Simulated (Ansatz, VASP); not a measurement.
# TiC (random rock-salt alloy of NbC and TiC) in two plane-wave programs

Wanted: the spread between two codes on one cell, functional and k mesh. Of the first pair: The structure shown is the start of the Ansatz relaxation below; VASP solves that cell, so the two are compared at the walk's first step.

Method: plane waves, with VASP 6.6.1 beside it; single point at PBE, in Ansatz 0.2.0.

### Step 1. The structure

The cell holds 64 atoms: 32 Ti and 32 C. Cell: a = 8.656 Å, b = 8.656 Å, c = 8.656 Å, α = 90.0°, β = 90.0°, γ = 90.0°. It derives from NbC (rock-salt), repeated 2×2×2. Rock-salt NbC, 2 x 2 x 2 conventional cells, 32 of 32 Nb sites given to Ti at random (x = 1.000), lattice by Vegard's rule (a = 4.328 A); (so at first; earlier steps may have moved the atoms), displaced by a Gaussian of 0.02 A.

### Step 2. Ansatz: relaxation, PBE

Ansatz runs on its default PAW (the set named soft_2) files.

The two programs are compared at the cell with which this relaxation starts, whose forces are those of its first step.

The input, input.yaml:

```yaml
crystal:
  lattice:
    - [8.656, 0.0, 0.0]
    - [0.0, 8.656, 0.0]
    - [0.0, 0.0, 8.656]
  atoms:
    - { symbol: Ti, position: [0.00203, 0.99923, 0.00138] }
    - { symbol: C, position: [0.25235, 0.0029, 0.99898] }
    - { symbol: Ti, position: [0.99947, 0.25155, 0.25092] }
    - { symbol: C, position: [0.25252, 0.25117, 0.25308] }
    - { symbol: Ti, position: [0.24841, 0.00368, 0.24895] }
    - { symbol: C, position: [0.00272, 0.00282, 0.2467] }
    - { symbol: Ti, position: [0.24725, 0.25418, 0.99799] }
    - { symbol: C, position: [0.0002, 0.25354, 0.9986] }
    - { symbol: Ti, position: [0.99904, 0.99993, 0.49985] }
    - { symbol: C, position: [0.25248, 0.00222, 0.49767] }
    - { symbol: Ti, position: [0.99943, 0.25388, 0.75145] }
    - { symbol: C, position: [0.25126, 0.25207, 0.75193] }
    - { symbol: Ti, position: [0.25193, 0.99703, 0.75045] }
    - { symbol: C, position: [0.99954, 0.00452, 0.74918] }
    - { symbol: Ti, position: [0.25134, 0.25078, 0.49701] }
    - { symbol: C, position: [0.99952, 0.24391, 0.49991] }
    - { symbol: Ti, position: [0.00315, 0.50025, 0.99626] }
    - { symbol: C, position: [0.25135, 0.49899, 0.99659] }
    - { symbol: Ti, position: [0.99513, 0.75296, 0.24902] }
    - { symbol: C, position: [0.24916, 0.7492, 0.25145] }
    - { symbol: Ti, position: [0.25233, 0.50185, 0.24898] }
    - { symbol: C, position: [0.00191, 0.50395, 0.25172] }
    - { symbol: Ti, position: [0.2509, 0.75175, 0.99919] }
    - { symbol: C, position: [0.00205, 0.74945, 0.99927] }
    - { symbol: Ti, position: [0.00425, 0.49868, 0.50005] }
    - { symbol: C, position: [0.24561, 0.49907, 0.49897] }
    - { symbol: Ti, position: [0.00401, 0.75323, 0.74725] }
    - { symbol: C, position: [0.24859, 0.75022, 0.74826] }
    - { symbol: Ti, position: [0.24828, 0.5005, 0.74826] }
    - { symbol: C, position: [0.00472, 0.50146, 0.74432] }
    - { symbol: Ti, position: [0.25009, 0.75054, 0.50084] }
    - { symbol: C, position: [0.99627, 0.75159, 0.50042] }
    - { symbol: Ti, position: [0.50325, 0.99714, 0.9997] }
    - { symbol: C, position: [0.75082, 0.99698, 0.99738] }
    - { symbol: Ti, position: [0.50094, 0.24529, 0.24959] }
    - { symbol: C, position: [0.74705, 0.24809, 0.25008] }
    - { symbol: Ti, position: [0.74708, 0.00109, 0.24904] }
    - { symbol: C, position: [0.49747, 0.003, 0.24777] }
    - { symbol: Ti, position: [0.75161, 0.24956, 0.99907] }
    - { symbol: C, position: [0.49921, 0.24504, 0.00163] }
    - { symbol: Ti, position: [0.49969, 0.00139, 0.49716] }
    - { symbol: C, position: [0.7489, 0.00276, 0.50029] }
    - { symbol: Ti, position: [0.49853, 0.25025, 0.74977] }
    - { symbol: C, position: [0.74442, 0.25149, 0.75068] }
    - { symbol: Ti, position: [0.75163, 0.00071, 0.74792] }
    - { symbol: C, position: [0.50093, 0.99724, 0.75157] }
    - { symbol: Ti, position: [0.74942, 0.24694, 0.50074] }
    - { symbol: C, position: [0.49981, 0.25291, 0.49829] }
    - { symbol: Ti, position: [0.50262, 0.50027, 0.00283] }
    - { symbol: C, position: [0.74794, 0.50171, 0.00038] }
    - { symbol: Ti, position: [0.50015, 0.74804, 0.25021] }
    - { symbol: C, position: [0.7504, 0.75167, 0.25302] }
    - { symbol: Ti, position: [0.75198, 0.49917, 0.25098] }
    - { symbol: C, position: [0.50401, 0.49538, 0.24798] }
    - { symbol: Ti, position: [0.75158, 0.74899, 0.00256] }
    - { symbol: C, position: [0.49741, 0.74633, 0.00225] }
    - { symbol: Ti, position: [0.4988, 0.50006, 0.49942] }
    - { symbol: C, position: [0.74933, 0.50039, 0.50429] }
    - { symbol: Ti, position: [0.49663, 0.74874, 0.75089] }
    - { symbol: C, position: [0.75353, 0.74982, 0.75159] }
    - { symbol: Ti, position: [0.751, 0.49881, 0.75095] }
    - { symbol: C, position: [0.5007, 0.50039, 0.74898] }
    - { symbol: Ti, position: [0.74997, 0.75811, 0.49974] }
    - { symbol: C, position: [0.50023, 0.74923, 0.50387] }
kpoints:
  mp_grid: { grid: [2, 2, 2] }
hamiltonian:
  xc: pbe
scf:
  occupations: { method: gaussian, width: 0.025 }
output:
  forces: true
relax:
  f_tol: 0.03
  max_steps: 46
```

Started as:

```
$ ansatz run input.yaml --threads 4 --pin off --max-ram 8192MiB --backend cpu --events-out ev --progress --plain --runs-dir out
```

Numbers of over 12 decimals in the logs are rounded to 6 here.

Log:

```text
Engine: ansatz 0.2.0, x86_64-unknown-linux-gnu
Pseudopotentials: kind: paw
Pseudopotential: Ti, paw, valence charge 12, recommended cutoff 420 eV (normal), Ti.paw.azcp
Pseudopotential: C, paw, valence charge 4, recommended cutoff 420 eV (normal), C.paw.azcp
Functional definition: PBE
  parameter kappa = 0.804
  parameter beta = 0.066725
  exchange = pbe_x(kappa = kappa, mu = beta*pi^2/3)
  correlation = pbe_c(beta = beta)
Crystal: 64 atoms, lattice volume = 648.562 Å³
Basis set: ecut = 420 eV, 12797 PW (Γ), exchange–correlation on 120×120×120 points (8 copies of the dense FFT grid, shifted against one another)
Bands: 320, of which v1, the nominal top of the filled ones, is band 256 counted from 1 (255 counted from 0)
Symmetry: 1 space group operations
Space group: P1 (ITA 1), of the structure as read, at distance tolerance 8.7e-5 Å
k-points: 8
Non-local potential: Ti, projectors of the file, l = 0: 3, l = 1: 2, l = 2: 3, l = 3: 1
Non-local potential: C, projectors of the file, l = 0: 2, l = 1: 2, l = 2: 1
PAW form: soft (Blöchl's): semilocal exchange-correlation on the pseudo side does not see the compensation charge
PAW one-centre angular grid: Ti, 590 points (default); XC on 64 Gauss nodes
PAW one-centre angular grid: C, 110 points (default); XC on 64 Gauss nodes
Initial density: superposition of atomic densities (neutral atoms: chi_scale 0, normalization atom), corrected by the library's trained network
Initial wavefunctions: pseudopotential atomic-orbital guess
Functional: x = pbe(κ = 0.804, μ = 0.219515), c = pbe(β = 0.066725)
SCF iter   1: F=—  HF=-88072.702779 eV  |F-HF|=—  |Δ(HF+E_count)|=         —  Δρ=3.20e-3  dr2=4.84e-2  ethr=1.77e-3  ⟨swp⟩=4.0  Hψ=8882  notcnv=0  defer=147
preconditioner: auto → Kerker (q_TF=auto, 2.623 Å⁻¹)  [metal: Δε(μ)=0.002 eV  Ē_g=6.758 eV  σ=0.025 eV  W_gap=0.04  n_scr=202 (ndim 8)  ℏωp=23.3 eV  f_vac=0.000  D(μ)=69.29/eV (n_scr^D=924)]
SCF iter   2: F=—  HF=-88072.695163 eV  |F-HF|=—  |Δ(HF+E_count)|=   7.62e-3  Δρ=1.66e-3  dr2=1.19e-2  ethr=9.46e-6  ⟨swp⟩=2.0  Hψ=3439  notcnv=0  defer=346
SCF iter   3: F=—  HF=-88072.693844 eV  |F-HF|=—  |Δ(HF+E_count)|=   1.32e-3  Δρ=3.37e-4  dr2=8.70e-4  ethr=2.33e-6  ⟨swp⟩=2.0  Hψ=2619  notcnv=0  defer=346
SCF iter   4: F=—  HF=-88072.693791 eV  |F-HF|=—  |Δ(HF+E_count)|=   5.28e-5  Δρ=7.69e-5  dr2=6.22e-5  ethr=1.70e-7  ⟨swp⟩=2.0  Hψ=2866  notcnv=0  defer=346
iter 5 did not close the SCF: its close was put off for the readings that it lacked (scf_convergence_deferred on its scf_iter line)
SCF iter   5: F=-88072.693787 eV  HF=-88072.693790 eV  |F-HF|=3.53e-6  |Δ(HF+E_count)|=   1.17e-6  Δρ=2.06e-5  dr2=4.84e-6  ethr=1.21e-8  ⟨swp⟩=2.0  Hψ=2752  notcnv=0  defer=346
SCF iter   6: F=-88072.693789 eV  HF=-88072.693790 eV  |F-HF|=6.35e-7  |Δ(HF+E_count)|=   3.70e-7  Δρ=6.01e-6  dr2=7.59e-7  ethr=9.46e-10  ⟨swp⟩=1.0  Hψ=5508  notcnv=0
SCF 1 converged in 6 iterations: F = -88072.693789 eV  dr2 = 7.59e-7
  greatest PAW one-centre occupation: 0.999 electrons in one spin orbital (limit 2), on the Ti atom at site 18 (counted from 0), in its partial waves of l = 0
relax step   1: F+E_penalty+E_count = -88072.69378927 eV  Δ(F+E_penalty+E_count) = +0.000e0 eV  max|allowed force component| = 1.227e0 eV/Å  Δτ_max = 0.0000 Å  (6 SCF iters, dr2 threshold 2.25e-5 eV, accepted)
Initial density: handed on by an earlier stage of this run
Initial wavefunctions: those handed on with the density
iter 1 solved again at ethr=1.31e-4 eV; its pass at ethr=3.10e-3 eV (dr2=6.72e-1 eV) is discarded
SCF iter   1: F=—  HF=-88073.201590 eV  |F-HF|=—  |Δ(HF+E_count)|=         —  Δρ=8.27e-3  dr2=7.03e-1  ethr=1.31e-4  ⟨swp⟩=1.0  Hψ=7281  notcnv=0  defer=410
preconditioner: auto → Kerker (q_TF=auto, 2.623 Å⁻¹)  [metal: Δε(μ)=0.017 eV  Ē_g=6.777 eV  σ=0.025 eV  W_gap=0.36  n_scr=202 (ndim 8)  ℏωp=23.3 eV  f_vac=0.000  D(μ)=68.57/eV (n_scr^D=924)]
SCF iter   2: F=—  HF=-88073.118096 eV  |F-HF|=—  |Δ(HF+E_count)|=   8.35e-2  Δρ=4.16e-3  dr2=1.93e-1  ethr=1.31e-4  ⟨swp⟩=2.0  Hψ=2932  notcnv=0  defer=410
SCF iter   3: F=—  HF=-88073.088187 eV  |F-HF|=—  |Δ(HF+E_count)|=   2.99e-2  Δρ=7.69e-4  dr2=1.00e-2  ethr=3.77e-5  ⟨swp⟩=3.0  Hψ=3045  notcnv=0  defer=412
SCF iter   4: F=—  HF=-88073.084571 eV  |F-HF|=—  |Δ(HF+E_count)|=   3.62e-3  Δρ=2.00e-4  dr2=4.51e-4  ethr=1.96e-6  ⟨swp⟩=2.1  Hψ=3201  notcnv=0  defer=410
iter 5 did not close the SCF: its close was put off for the readings that it lacked (scf_convergence_deferred on its scf_iter line)
SCF iter   5: F=-88073.084466 eV  HF=-88073.084484 eV  |F-HF|=1.79e-5  |Δ(HF+E_count)|=   8.69e-5  Δρ=5.68e-5  dr2=2.99e-5  ethr=8.81e-8  ⟨swp⟩=2.0  Hψ=2924  notcnv=0  defer=410
SCF iter   6: F=-88073.084479 eV  HF=-88073.084480 eV  |F-HF|=9.61e-7  |Δ(HF+E_count)|=   4.45e-6  Δρ=1.62e-5  dr2=2.02e-6  ethr=5.84e-9  ⟨swp⟩=1.5  Hψ=6431  notcnv=0
SCF 2 converged in 6 iterations: F = -88073.084479 eV  dr2 = 2.02e-6
[...]
atom   3  Ti     0.00370002     0.00316441     0.00190907
  atom   4  C     -0.00544218     0.00128766     0.00051443
  atom   5  Ti     0.00088666     0.00265972    -0.00107723
  atom   6  C     -0.00347846     0.00293287     0.00145288
  atom   7  Ti    -0.00336926    -0.00046980     0.00133880
  atom   8  C      0.00011745     0.00284453    -0.00125219
  atom   9  Ti    -0.00296541    -0.00111773    -0.00199153
  atom  10  C      0.00414306     0.00195409    -0.00061531
  atom  11  Ti     0.00111514     0.00416822     0.00284447
  atom  12  C     -0.00473174     0.00136532    -0.00018486
  atom  13  Ti     0.00549188    -0.00177485     0.00101419
  atom  14  C     -0.00401934     0.00147292     0.00221028
  atom  15  Ti    -0.00042459    -0.00175671    -0.00178774
  atom  16  C      0.00107699    -0.00163674    -0.00040920
  atom  17  Ti    -0.00049148    -0.00204895    -0.00686996
  atom  18  C      0.00310595     0.00174313     0.00023224
  atom  19  Ti     0.00048112     0.00209436    -0.00055328
  atom  20  C     -0.00297268    -0.00298443    -0.00340686
  atom  21  Ti     0.00329017     0.00179549    -0.00241879
  atom  22  C     -0.00030466     0.00039445     0.00254279
  atom  23  Ti    -0.00015140     0.00108919     0.00354604
  atom  24  C      0.00200214     0.00040619     0.00015414
  atom  25  Ti    -0.00107811     0.00060118    -0.00682021
  atom  26  C      0.00122828     0.00218710     0.00054188
[...]
atom  57  Ti    -0.00100357    -0.00071441    -0.00231907
  atom  58  C      0.00042923     0.00081789     0.00398409
  atom  59  Ti     0.00236209     0.00108701     0.00259808
  atom  60  C     -0.00111734    -0.00139581    -0.00183017
  atom  61  Ti     0.00013566     0.00078802    -0.00219697
  atom  62  C     -0.00047515    -0.00414967     0.00197168
  atom  63  Ti    -0.00242400     0.00105602     0.00461001
  atom  64  C      0.00027679     0.00070753     0.00173300
  max |Σ_I F_I| component: 2.16e-6 eV/Å
--- Relaxed structure (4 steps of the walk, 4 accepted, 0 SCFs on fresh bases) ---
  F+E_penalty+E_count = -88073.27897991 eV   max|allowed force component| = 6.870e-3 eV/Å
  atoms:
    - { symbol: Ti, position: [0.000226647, 1.000380, -0.0001943] }
    - { symbol: C, position: [0.250196, 0.000356565, 0.999787] }
    - { symbol: Ti, position: [1.000201, 0.250337, 0.249763] }
    - { symbol: C, position: [0.250269, 0.250363, 0.249788] }
    - { symbol: Ti, position: [0.250224, 0.000358732, 0.249790] }
    - { symbol: C, position: [0.000261512, 0.000341914, 0.249765] }
    - { symbol: Ti, position: [0.250252, 0.250378, 0.999767] }
    - { symbol: C, position: [0.000217197, 0.250342, 0.999790] }
    - { symbol: Ti, position: [1.000257, 1.000365, 0.499801] }
    - { symbol: C, position: [0.250198, 0.000350834, 0.499784] }
    - { symbol: Ti, position: [1.000217, 0.250332, 0.749760] }
    - { symbol: C, position: [0.250269, 0.250361, 0.749788] }
    - { symbol: Ti, position: [0.250184, 1.000377, 0.749780] }
    - { symbol: C, position: [1.000255, 0.00035165, 0.749759] }
    - { symbol: Ti, position: [0.250238, 0.250382, 0.499782] }
    - { symbol: C, position: [1.000218, 0.250372, 0.499783] }
    - { symbol: Ti, position: [0.000219873, 0.500376, 0.999834] }
    - { symbol: C, position: [0.250182, 0.500361, 0.999780] }
    - { symbol: Ti, position: [1.000220, 0.750346, 0.249781] }
    - { symbol: C, position: [0.250255, 0.750399, 0.249810] }
    - { symbol: Ti, position: [0.250188, 0.500360, 0.249804] }
    - { symbol: C, position: [0.000219278, 0.500359, 0.249759] }
    - { symbol: Ti, position: [0.250219, 0.750378, 0.999748] }
    - { symbol: C, position: [0.000195851, 0.750365, 0.999783] }
    - { symbol: Ti, position: [0.000239143, 0.500363, 0.499829] }
    - { symbol: C, position: [0.250210, 0.500355, 0.499779] }
    - { symbol: Ti, position: [0.000196473, 0.750327, 0.749783] }
    - { symbol: C, position: [0.250242, 0.750372, 0.749816] }
    - { symbol: Ti, position: [0.250212, 0.500379, 0.749804] }
    - { symbol: C, position: [0.000229765, 0.500380, 0.749758] }
    - { symbol: Ti, position: [0.250255, 0.750389, 0.499745] }
    - { symbol: C, position: [1.000228, 0.750377, 0.499785] }
    - { symbol: Ti, position: [0.500234, 1.000411, 0.999811] }
    - { symbol: C, position: [0.750188, 1.000374, 0.999761] }
    - { symbol: Ti, position: [0.500203, 0.250419, 0.249772] }
    - { symbol: C, position: [0.750248, 0.250394, 0.249799] }
    - { symbol: Ti, position: [0.750221, 0.000370152, 0.249798] }
    - { symbol: C, position: [0.500258, 0.000407066, 0.249747] }
    - { symbol: Ti, position: [0.750240, 0.250399, 0.999744] }
    - { symbol: C, position: [0.500200, 0.250415, -0.000210182] }
    - { symbol: Ti, position: [0.500262, 0.000379275, 0.499801] }
    - { symbol: C, position: [0.750216, 0.000339079, 0.499764] }
    - { symbol: Ti, position: [0.500213, 0.250368, 0.749750] }
    - { symbol: C, position: [0.750268, 0.250376, 0.749786] }
    - { symbol: Ti, position: [0.750195, 0.000362759, 0.749790] }
    - { symbol: C, position: [0.500248, 1.000416, 0.749759] }
    - { symbol: Ti, position: [0.750251, 0.250373, 0.499738] }
    - { symbol: C, position: [0.500215, 0.250349, 0.499777] }
    - { symbol: Ti, position: [0.500211, 0.500415, -0.000229386] }
    - { symbol: C, position: [0.750181, 0.500385, -0.000275749] }
    - { symbol: Ti, position: [0.500211, 0.750418, 0.249740] }
    - { symbol: C, position: [0.750264, 0.750400, 0.249780] }
    - { symbol: Ti, position: [0.750179, 0.500371, 0.249766] }
    - { symbol: C, position: [0.500198, 0.500419, 0.249755] }
    - { symbol: Ti, position: [0.750236, 0.750407, -0.000274115] }
    - { symbol: C, position: [0.500189, 0.750429, -0.000251058] }
    - { symbol: Ti, position: [0.500235, 0.500390, 0.499787] }
    - { symbol: C, position: [0.750214, 0.500362, 0.499729] }
    - { symbol: Ti, position: [0.500199, 0.750385, 0.749741] }
    - { symbol: C, position: [0.750234, 0.750389, 0.749782] }
    - { symbol: Ti, position: [0.750215, 0.500368, 0.749777] }
    - { symbol: C, position: [0.500226, 0.500423, 0.749744] }
    - { symbol: Ti, position: [0.750256, 0.750364, 0.499723] }
    - { symbol: C, position: [0.500224, 0.750378, 0.499749] }
```

The column dr2 measures how far the density is from self-consistency, as an energy; F and HF (Harris–Foulkes) agree once it is small.

(Continued in part 2 of 3.)

[Lines on the potential files, build, host, timing and source positions are cut from VASP's logs without a mark.]

[Logs are printed without paths, hosts, clocks, repeated set-up lines and the standing remarks that a program may print on its own settings, such as how far it seeks lower states.]

[Hosts, paths, dates, database ids (printed as entryN), source tags and the programs' standing remarks are cut or masked in the printed files.]
